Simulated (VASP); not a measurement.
All values below come from PBEsol GGA, VASP's PBE PAW potentials (set 64) (plane waves; VASP).

The input files of a VASP run:

**POSCAR**
```
Be4S3Te
1
    0.0000000000     2.5249074600     2.5249074600
    2.5249074600     0.0000000000     2.5249074600
   10.0934398181    10.0934398181     0.0061900219
Be Te S
4 1 3
Direct
  0.0320197223   0.0320197223   0.9759852083
  0.9703369208   0.9703369208   0.2722473094
  0.9908069975   0.9908069975   0.5068947519
  0.0091844105   0.0091844105   0.7431116921
  0.2482010805   0.2482010805   0.0638491896
  0.2312123437   0.2312123437   0.3265907422
  0.2496587475   0.2496587475   0.5627559394
  0.2685797772   0.2685797772   0.7985651671
```

File KPOINTS:
```
k-points along high-symmetry lines
12
Line-mode
Reciprocal
  0.000000   0.000000   0.000000 ! GAMMA
  0.000000   0.000000  -0.500000 ! T

  0.000000   0.000000  -0.500000 ! T
 -0.328125   0.328125  -0.500000 ! H_2

 -0.343750   0.328125  -0.187500 ! H_0
  0.000000   0.500000   0.500000 ! L

  0.000000   0.500000   0.500000 ! L
  0.000000   0.000000   0.000000 ! GAMMA

  0.000000   0.000000   0.000000 ! GAMMA
 -0.335938   0.335938   0.000000 ! S_0

 -0.335938   0.328125  -0.343750 ! S_2
 -0.500000   0.000000  -1.000000 ! F

 -0.500000   0.000000  -1.000000 ! F
  0.000000   0.000000   0.000000 ! GAMMA
```

INCAR:
```
SYSTEM = Be4S3Te
PREC = Accurate
ENCUT = 400
EDIFF = 1E-7
NELM = 100
ALGO = Normal
LREAL = .FALSE.
LASPH = .TRUE.
ISMEAR = 0
SIGMA = 0.05
GGA = PS
LMAXMIX = 4
LWAVE = .FALSE.
LCHARG = .FALSE.
LORBIT = 11
ICHARG = 11
```

POTCAR, in this order: Be Te S (PBE.64 set). Program: vasp_std. Read from the step before: CHGCAR.

Output

File OSZICAR:
```
       N       E                     dE             d eps       ncg     rms          rms(c)
DAV:   1     0.125639554782E+03    0.12564E+03   -0.11217E+04  3528   0.105E+03
DAV:   2    -0.222861894627E+02   -0.14793E+03   -0.14115E+03  5015   0.198E+02
DAV:   3    -0.333778731124E+02   -0.11092E+02   -0.10920E+02  4568   0.599E+01
DAV:   4    -0.336401147783E+02   -0.26224E+00   -0.26133E+00  4648   0.107E+01
DAV:   5    -0.336471555992E+02   -0.70408E-02   -0.70343E-02  4573   0.163E+00
DAV:   6    -0.336473517203E+02   -0.19612E-03   -0.19603E-03  5010   0.263E-01
DAV:   7    -0.336473573618E+02   -0.56415E-05   -0.56408E-05  4568   0.349E-02
DAV:   8    -0.336473575909E+02   -0.22912E-06   -0.22907E-06  4021   0.618E-03
DAV:   9    -0.336473576027E+02   -0.11731E-07   -0.11752E-07  3492   0.137E-03
   1 F= -.33647358E+02 E0= -.33647358E+02  d E =-.592982E-13
```

File OUTCAR:
```
 val. band max:        6.3625403935   @ k =   0.0000   0.0000   0.0000

 cond. band min:       7.0115699293   @ k =  -0.5000   0.0000  -1.0000



 k-point     1 :       0.0000    0.0000    0.0000
  band No.  band energies     occupation
      1      -9.2071      2.00000
      2      -8.6714      2.00000
      3      -8.1053      2.00000
      4      -6.7876      2.00000
      5      -1.3334      2.00000
      6       0.8906      2.00000
      7       1.2809      2.00000
      8       2.8229      2.00000
      9       2.8229      2.00000
     10       3.1708      2.00000
     11       3.1708      2.00000
     12       3.5999      2.00000
     13       3.5999      2.00000
     14       4.3399      2.00000
     15       6.3625      2.00000
     16       6.3625      2.00000
     17       8.6438      0.00000
     18       8.7523      0.00000
     19       8.8515      0.00000
     20       9.4789      0.00000
     21       9.5121      0.00000

 k-point     2 :       0.0000    0.0000   -0.0455
  band No.  band energies     occupation
      1      -9.2067      2.00000
      2      -8.6732      2.00000
      3      -8.1033      2.00000
      4      -6.7887      2.00000
      5      -1.3274      2.00000
      6       0.8227      2.00000
      7       1.3518      2.00000
      8       2.8230      2.00000
      9       2.8230      2.00000
     10       3.1704      2.00000
     11       3.1704      2.00000
     12       3.6002      2.00000
     13       3.6002      2.00000
     14       4.3275      2.00000
     15       6.3622      2.00000
     16       6.3622      2.00000
     17       8.6466      0.00000
     18       8.7535      0.00000
     19       8.8517      0.00000
     20       9.4822      0.00000
     21       9.4901      0.00000

 k-point     3 :       0.0000    0.0000   -0.0909
  band No.  band energies     occupation
      1      -9.2054      2.00000
      2      -8.6784      2.00000
      3      -8.0972      2.00000
      4      -6.7917      2.00000
...
```

The density is held fixed in this step, so its total energy and stress have no physical meaning. Unless said otherwise, spin-orbit coupling is left out, though it shifts the bands of the heavy elements here.

The structure was generated: Be4S3Te was put into an ordered model structure (R3m), which need not be its known phase. It was relaxed first.
